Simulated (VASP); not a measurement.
Level of theory: PBEsol GGA, VASP's PBE PAW potentials (set 64) (plane waves; VASP).

Input for VASP

KPOINTS:
```
Automatic mesh
0
Gamma
11 11 9
0 0 0
```

### INCAR
```
ALGO = Normal
EDIFF = 1E-7
EDIFFG = -0.01
ENCUT = 520
GGA = PS
IBRION = 2
ISIF = 4
ISMEAR = 1
LASPH = .TRUE.
LCHARG = .FALSE.
LMAXMIX = 4
LREAL = .FALSE.
LWAVE = .FALSE.
NELM = 100
NSW = 30
PREC = Accurate
SIGMA = 0.1
SYSTEM = ZrB2
```

**POSCAR**
```
ZrB2
1
    1.5451691677    -2.6763119585     0.0000000000
    1.5451691677     2.6763119585     0.0000000000
    0.0000000000     0.0000000000     3.4402796136
Zr B
1 2
Direct
  0.0000000000   0.0000000000   0.0000000000
  0.3333330000   0.6666670000   0.5000000000
  0.6666670000   0.3333330000   0.5000000000
```

POTCAR, in this order: Zr_sv B (PBE.64 set). Program: vasp_std.

What will the output report for the number of irreducible k-points (NKPTS), largest plane-wave count, number of space-group operations, FFT grid (NGX, NGY, NGZ)?

```yaml
number of irreducible k-points (NKPTS): 80
largest_plane_wave_count: 776
number_of_space_group_operations: 24
FFT grid (NGX, NGY, NGZ): 24 × 24 × 28
```

The compound is ZrB2 in the AlB2 type structure. This cell is one point of a volume scan, at 0.94 of the reference volume. Symmetry was kept, so distortions that lower it aren't found.
